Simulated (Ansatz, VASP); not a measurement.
Si in VASP and in Ansatz

```
CELL_PARAMETERS angstrom
0.00000 2.85760 2.47040
2.85760 0.00000 2.47040
2.85760 2.85760 0.00000
ATOMIC_POSITIONS crystal
Si 0.50000 0.50000 0.50000
Si 0.75000 0.75000 0.75000
```

Alike in both runs: task single point; functional LDA; k mesh 12 × 12 × 12; occupations gaussian, width 0.05 eV; no spin polarisation.

```csv
,VASP,Ansatz
version,VASP 6.6.1,Ansatz 0.2.0
potentials or method,"VASP PAW LDA potentials, release 64 (Si)","scalar-relativistic, plane waves, PAW"
plane-wave cutoff (eV),520,420
valence electrons in the cell,8,8
```

```tsv
	VASP	Ansatz	Ansatz less VASP
gap on the k mesh at the Fermi level (eV)	none	none	-
pressure (GPa)	-3.0	-3.0	-0.05
largest component of the traceless stress (GPa)	6.39	6.39	+0.002
```

A gap of «none» marks a metal or a gap that the smearing closes. Ansatz warned: «pseudo_functional_mismatch».
